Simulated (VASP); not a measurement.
Method: PBEsol GGA, VASP's PBE PAW potentials (set 64) (plane waves; VASP).

VASP ran on this input.

### KPOINTS
```
Automatic mesh
0
Gamma
7 7 4
0 0 0
```

### POSCAR
```
PtS2
1
    1.7851560261    -3.0919810091     0.0000000000
    1.7851560261     3.0919810091    -0.0000000000
    0.0000000000    -0.0000000000     4.8126923926
Pt S
1 2
Direct
  0.0000000000   0.0000000000   0.0000000000
  0.3333330000   0.6666670000   0.2475191775
  0.6666670000   0.3333330000   0.7524808225
```

**INCAR**
```
ALGO  =  Normal
EDIFF  =  1E-6
EDIFFG  =  -0.02
ENCUT  =  400
GGA  =  PS
IBRION  =  2
ISIF  =  3
ISMEAR  =  0
LASPH  =  .TRUE.
LCHARG  =  .FALSE.
LMAXMIX  =  6
LREAL  =  .FALSE.
LWAVE  =  .FALSE.
NELM  =  100
NSW  =  60
PREC  =  Accurate
SIGMA  =  0.05
SYSTEM  =  PtS2
```

POTCAR, in this order: Pt S (PBE.64 set). Program: vasp_std.

The run wrote:

File OSZICAR:
```
       N       E                     dE             d eps       ncg     rms          rms(c)
DAV:   1     0.939595843624E+02    0.93960E+02   -0.91716E+03   872   0.106E+03
DAV:   2    -0.143718457138E+02   -0.10833E+03   -0.10577E+03  1071   0.222E+02
DAV:   3    -0.183051658189E+02   -0.39333E+01   -0.39186E+01  1092   0.464E+01
DAV:   4    -0.183434313378E+02   -0.38266E-01   -0.38261E-01  1092   0.500E+00
DAV:   5    -0.183441167162E+02   -0.68538E-03   -0.68536E-03  1113   0.626E-01    0.190E+01
DAV:   6    -0.172585891977E+02    0.10855E+01   -0.78205E+00   868   0.285E+01    0.123E+01
DAV:   7    -0.170267519357E+02    0.23184E+00   -0.13225E+00   868   0.128E+01    0.567E+00
DAV:   8    -0.169995341156E+02    0.27218E-01   -0.91442E-02   959   0.225E+00    0.132E+00
DAV:   9    -0.169942900117E+02    0.52441E-02   -0.12662E-02   973   0.127E+00    0.273E-01
DAV:  10    -0.169943657636E+02   -0.75752E-04   -0.18897E-03  1043   0.315E-01    0.765E-02
DAV:  11    -0.169943788294E+02   -0.13066E-04   -0.44608E-05  1106   0.601E-02    0.458E-02
DAV:  12    -0.169943787105E+02    0.11882E-06   -0.53005E-06  1028   0.231E-02
   1 F= -.16994379E+02 E0= -.16994378E+02  d E =-.169944E+02
       N       E                     dE             d eps       ncg     rms          rms(c)
DAV:   1    -0.169957261099E+02   -0.13473E-02   -0.38520E-02   868   0.160E+00    0.245E-01
DAV:   2    -0.169947320393E+02    0.99407E-03   -0.63983E-03   945   0.827E-01    0.187E-01
DAV:   3    -0.169945830385E+02    0.14900E-03   -0.56735E-04  1015   0.250E-01    0.750E-02
DAV:   4    -0.169945396617E+02    0.43377E-04   -0.18558E-04   917   0.826E-02    0.291E-02
DAV:   5    -0.169945358933E+02    0.37684E-05   -0.10362E-05  1057   0.345E-02    0.176E-02
DAV:   6    -0.169945345836E+02    0.13098E-05   -0.17795E-06   665   0.122E-02    0.302E-03
DAV:   7    -0.169945343830E+02    0.20060E-06   -0.18213E-07   434   0.336E-03
   2 F= -.16994534E+02 E0= -.16994534E+02  d E =-.155672E-03
       N       E                     dE             d eps       ncg     rms          rms(c)
DAV:   1    -0.169946887879E+02   -0.15420E-03   -0.38498E-03   868   0.505E-01    0.774E-02
DAV:   2    -0.169945896211E+02    0.99167E-04   -0.62863E-04   917   0.259E-01    0.580E-02
DAV:   3    -0.169945756316E+02    0.13989E-04   -0.55964E-05  1001   0.788E-02    0.231E-02
DAV:   4    -0.169945718158E+02    0.38158E-05   -0.18007E-05   882   0.258E-02    0.914E-03
DAV:   5    -0.169945719550E+02   -0.13915E-06   -0.96588E-07   490   0.109E-02
   3 F= -.16994572E+02 E0= -.16994571E+02  d E =-.193244E-03
       N       E                     dE             d eps       ncg     rms          rms(c)
DAV:   1    -0.169953753028E+02   -0.80349E-03   -0.30981E-02   868   0.139E+00    0.184E-01
DAV:   2    -0.169948412952E+02    0.53401E-03   -0.17859E-03  1008   0.375E-01    0.758E-02
DAV:   3    -0.169947529704E+02    0.88325E-04   -0.26954E-04   994   0.114E-01    0.306E-02
DAV:   4    -0.169947401268E+02    0.12844E-04   -0.52144E-05   896   0.691E-02    0.216E-02
DAV:   5    -0.169947397037E+02    0.42313E-06   -0.54460E-06  1022   0.165E-02
   4 F= -.16994740E+02 E0= -.16994739E+02  d E =-.167749E-03
```

**OUTCAR**
```
------------------------ aborting loop because EDIFF is reached ----------------------------------------
  FORCE on cell =-STRESS in cart. coord.  units (eV):
  Direction    XX          YY          ZZ          XY          YZ          ZX
  --------------------------------------------------------------------------------------
  Total        0.0071995      0.0071995     -0.0030971      0.0000000      0.0000000      0.0000000
  in kB        0.2171793      0.2171794     -0.0934271      0.0000000      0.0000000      0.0000000
  external PRESSURE =       0.1136439 kB  Pullay stress =       0.0000000 kB
  volume of cell :       53.11
      direct lattice vectors                 reciprocal lattice vectors
     1.782913365 -3.088096606 -0.000000000     0.280439874 -0.161912033  0.000000000
     1.782913365  3.088096606  0.000000000     0.280439874  0.161912033  0.000000000
     0.000000000  0.000000000  4.823257844     0.000000000 -0.000000000  0.207328746
 POSITION                                       TOTAL-FORCE (eV/Angst)
 -----------------------------------------------------------------------------------
      3.56583      0.00000      4.82326         0.000000      0.000000      0.000000
      1.78291      1.02937      1.19799        -0.000000      0.000000      0.004809
      1.78291     -1.02937      3.62527         0.000000     -0.000000     -0.004809
 -----------------------------------------------------------------------------------
    total drift:                                0.000000      0.000000     -0.000000
  FREE ENERGIE OF THE ION-ELECTRON SYSTEM (eV)
  ---------------------------------------------------
  free  energy   TOTEN  =       -16.9947397037 eV

  energy  without entropy=      -16.9947385601  energy(sigma->0) =      -16.99473913

 reached required accuracy - stopping structural energy minimisation
```
(Selected blocks of OUTCAR.)

File CONTCAR:
```
PtS2
   1.00000000000000
     1.7829133648527098   -3.0880966056023489   -0.0000000000000000
     1.7829133648527098    3.0880966056023489    0.0000000000000000
     0.0000000000000000    0.0000000000000000    4.8232578439292375
  Pt              S
     1     2
Direct
     1.0000000000000000    1.0000000000000000    1.0000000000000000
     0.3333330000000032    0.6666669999999968    0.2483770504557971
     0.6666669999999968    0.3333330000000032    0.7516229495442028
```

Without a dispersion term in the relaxation, distances and binding between the weakly bound layers, chains or molecules are unreliable, and so is what depends on them.

The compound is PtS2 in the 1T layered structure. This run relaxes it. Symmetry was kept, so distortions that lower it aren't found. The start is the result of an earlier pass.
